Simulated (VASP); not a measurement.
Here is the system:

```
CELL_PARAMETERS angstrom
      1.22857    -2.14922     0.00000
      1.22857     2.14922     0.00000
      0.00000     0.00000     6.95763
ATOMIC_POSITIONS crystal
  C  0.00000 0.00000 0.25000
  C  0.00000 0.00000 0.75000
  C  0.33333 0.66667 0.25000
  C  0.66667 0.33333 0.75000
```

These are r2SCAN meta-GGA, VASP's PBE PAW potentials (set 64) (plane waves; VASP) values and carry that method's errors. Run with 600 eV cut-off, 10×10×4 Γ-centred mesh, Gaussian smearing of 0.050 eV, potentials C.

Question: Give the force on each atom (eV/Å).

Answer: 
```json
[
 {"atom": "C1", "Fx": "0.000", "Fy": "-0.102", "Fz": "0.000"},
 {"atom": "C2", "Fx": "0.000", "Fy": "0.102", "Fz": "0.000"},
 {"atom": "C3", "Fx": "0.000", "Fy": "0.103", "Fz": "0.000"},
 {"atom": "C4", "Fx": "0.000", "Fy": "-0.103", "Fz": "0.000"}
]
```

Question: Give the stress tensor in GPa (positive for a compressed cell).

Answer: 
```
 -1.75    0.00    0.00
  0.00  -10.80    0.00
  0.00    0.00    0.07
```
The pressure is its mean diagonal, -4.16 GPa.

The compound is C in the graphite structure. This cell was strained or had an atom moved on purpose.
